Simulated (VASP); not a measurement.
Computed with r2SCAN meta-GGA, VASP's PBE PAW potentials (set 64) (plane waves; VASP).

VASP input:

File KPOINTS:
```
Automatic mesh
0
Gamma
9 9 9
0 0 0
```

**INCAR**
```
! general
SYSTEM  = Te2Mo
PREC    = Accurate
ENCUT   = 400
LREAL   = .FALSE.   ! projection in real space or not
LASPH   = .TRUE.

! electronic loop
EDIFF   = 1E-7   ! SCF stop (eV)
NELM    = 100
ALGO    = Normal   ! blocked Davidson
LMAXMIX = 4
LMIXTAU = .TRUE.

! smearing
ISMEAR  = -5

! functional
METAGGA = R2SCAN

! ions
ISIF    = 2

! output
LWAVE   = .FALSE.
LCHARG  = .FALSE.
LORBIT  = 11   ! lm-projected
NEDOS   = 601   ! DOS grid

! other
LEFG    = .TRUE.
```

File POSCAR:
```
Te2Mo
4.6941930
  0.0000000000   0.7071067142   0.7071067142
  0.7071067142   0.0000000000   0.7071067142
  0.7071067142   0.7071067142   0.0000000000
Mo Te
1 2
Cartesian
  0.0000000000   0.0000000000   0.0000000000
  0.3535533571   0.3535533571   0.3535533571
  1.0606600713   1.0606600713   1.0606600713
```

File KPOINTS_OPT:
```
k-points along high-symmetry lines
10
Line-mode
Reciprocal
  0.000000   0.000000   0.000000 ! GAMMA
  0.500000   0.000000   0.500000 ! X

  0.500000   0.000000   0.500000 ! X
  0.625000   0.250000   0.625000 ! U

  0.375000   0.375000   0.750000 ! K
  0.000000   0.000000   0.000000 ! GAMMA

  0.000000   0.000000   0.000000 ! GAMMA
  0.500000   0.500000   0.500000 ! L

  0.500000   0.500000   0.500000 ! L
  0.500000   0.250000   0.750000 ! W

  0.500000   0.250000   0.750000 ! W
  0.500000   0.000000   0.500000 ! X
```

POTCAR, in this order: Mo_sv Te (PBE.64 set). Program: vasp_std.

Output

OSZICAR:
```
       N       E                     dE             d eps       ncg     rms          rms(c)
DAV:   1     0.637653451166E+02    0.63765E+02   -0.11417E+04  1382   0.116E+03
DAV:   2    -0.791213886922E+02   -0.14289E+03   -0.14179E+03  1536   0.286E+02
DAV:   3    -0.837489154882E+02   -0.46275E+01   -0.45267E+01  1508   0.449E+01
DAV:   4    -0.838311578596E+02   -0.82242E-01   -0.80632E-01  1570   0.573E+00
DAV:   5    -0.838323891907E+02   -0.12313E-02   -0.12301E-02  1620   0.636E-01    0.142E+01
DAV:   6    -0.764341591358E+02    0.73982E+01   -0.36592E+00  1323   0.187E+01    0.607E+00
DAV:   7    -0.757775490060E+02    0.65661E+00   -0.28464E+00  1346   0.916E+00    0.440E+00
DAV:   8    -0.758347570742E+02   -0.57208E-01   -0.74734E-01  1398   0.382E+00    0.181E+00
DAV:   9    -0.760206567325E+02   -0.18590E+00   -0.88769E-01  1240   0.629E+00    0.877E-01
DAV:  10    -0.760009214534E+02    0.19735E-01   -0.11653E-01  1352   0.312E+00    0.448E-01
DAV:  11    -0.760333957608E+02   -0.32474E-01   -0.21979E-02  1249   0.114E+00    0.449E-01
DAV:  12    -0.759988312636E+02    0.34564E-01   -0.22098E-02  1308   0.110E+00    0.256E-01
DAV:  13    -0.759999199187E+02   -0.10887E-02   -0.30958E-03  1419   0.386E-01    0.192E-01
DAV:  14    -0.760024624588E+02   -0.25425E-02   -0.16425E-03  1316   0.298E-01    0.229E-01
DAV:  15    -0.760344734282E+02   -0.32011E-01   -0.21435E-02  1303   0.101E+00    0.117E-01
DAV:  16    -0.760363884967E+02   -0.19151E-02   -0.20790E-03  1515   0.332E-01    0.590E-02
DAV:  17    -0.760363955443E+02   -0.70475E-05   -0.25938E-05  1520   0.380E-02    0.485E-02
DAV:  18    -0.760363547043E+02    0.40840E-04   -0.86128E-05  1270   0.481E-02    0.134E-02
DAV:  19    -0.760364044244E+02   -0.49720E-04   -0.41834E-05  1268   0.450E-02    0.954E-03
DAV:  20    -0.760363967929E+02    0.76315E-05   -0.12876E-05  1410   0.253E-02    0.633E-03
DAV:  21    -0.760363970422E+02   -0.24933E-06   -0.37922E-07  1311   0.385E-03    0.438E-03
DAV:  22    -0.760364026426E+02   -0.56004E-05   -0.14218E-06  1299   0.732E-03    0.466E-03
DAV:  23    -0.760364039148E+02   -0.12722E-05   -0.89150E-07  1366   0.452E-03    0.394E-03
DAV:  24    -0.760364052930E+02   -0.13782E-05   -0.17561E-07   768   0.313E-03    0.310E-03
DAV:  25    -0.760364045699E+02    0.72318E-06   -0.85176E-08   616   0.203E-03    0.202E-03
DAV:  26    -0.760364047369E+02   -0.16704E-06   -0.23627E-08   613   0.861E-04    0.803E-04
DAV:  27    -0.760364049980E+02   -0.26108E-06   -0.39690E-08   613   0.116E-03    0.423E-04
DAV:  28    -0.760364050235E+02   -0.25565E-07   -0.48004E-09   613   0.453E-04
   1 F= -.76036405E+02 E0= -.76036405E+02  d E =0.000000E+00
       N       E                     dE             ncg
       N       E                     dE             ncg
```

### OUTCAR
```
------------------------ aborting loop because EDIFF is reached ----------------------------------------
  FORCE on cell =-STRESS in cart. coord.  units (eV):
  Direction    XX          YY          ZZ          XY          YZ          ZX
  --------------------------------------------------------------------------------------
  Total       -0.2602427     -0.2602427     -0.2602427      0.0000000      0.0000000      0.0000000
  in kB       -5.7006118     -5.7006118     -5.7006118      0.0000000      0.0000000      0.0000000
  external PRESSURE =      -5.7006118 kB  Pullay stress =       0.0000000 kB
  volume of cell :       73.14
      direct lattice vectors                 reciprocal lattice vectors
     0.000000000  3.319295388  3.319295388    -0.150634379  0.150634379  0.150634379
     3.319295388  0.000000000  3.319295388     0.150634379 -0.150634379  0.150634379
     3.319295388  3.319295388  0.000000000     0.150634379  0.150634379 -0.150634379
 POSITION                                       TOTAL-FORCE (eV/Angst)
 -----------------------------------------------------------------------------------
      0.00000      0.00000      0.00000         0.000000      0.000000      0.000000
      1.65965      1.65965      1.65965         0.000000      0.000000      0.000000
      4.97894      4.97894      4.97894        -0.000000     -0.000000     -0.000000
 -----------------------------------------------------------------------------------
    total drift:                                0.000000     -0.000000      0.000000
  FREE ENERGIE OF THE ION-ELECTRON SYSTEM (eV)
  ---------------------------------------------------
  free  energy   TOTEN  =       -76.0364050235 eV

  energy  without entropy=      -76.0364050235  energy(sigma->0) =      -76.03640502

 total charge

# of ion       s       p       d       tot
------------------------------------------
    1        2.235   6.106   3.978  12.320
    2        1.395   1.931   0.083   3.409
    3        1.395   1.931   0.083   3.409
--------------------------------------------------
tot          5.025   9.968   4.144  19.138

 Electric field gradients after diagonalization (V/A^2)
 (convention: |V_zz| > |V_xx| > |V_yy|)
----------------------------------------------------------------------
 ion       V_xx      V_yy      V_zz     asymmetry (V_yy - V_xx)/ V_zz
----------------------------------------------------------------------
   1      -0.001    -0.001     0.002       0.000
   2       0.000     0.000    -0.000       0.000
   3       0.000     0.000    -0.000       0.000
```
(Selected blocks of OUTCAR.)

For a metal the tetrahedron method with Blöchl corrections gives inexact stress and forces.

The structure was generated: Te2Mo was put into the fluorite type (Fm-3m), which need not be its known phase. It was relaxed first.
